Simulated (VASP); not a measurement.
Shape and ions are relaxed at each volume.

Energy against volume of PbO2 (rutile). These are PBEsol GGA, VASP's PBE PAW potentials (set 64) (plane waves; VASP) values and carry that method's errors.

| V (Å³/atom) | E (eV/atom) |
|---|---|
| 13.349 | -5.65293 |
| 13.775 | -5.67168 |
| 14.201 | -5.67803 |
| 14.627 | -5.67423 |
| 15.053 | -5.66230 |

**Question.** Fit a third-order Birch-Murnaghan equation of state.

**Answer.** 
```yaml
volume_per_atom: 14.24 Å³/atom
bulk_modulus: 124 GPa
pressure_derivative_of_the_bulk_modulus: 6.04
```

The compound is PbO2 in the rutile structure. It was relaxed first.
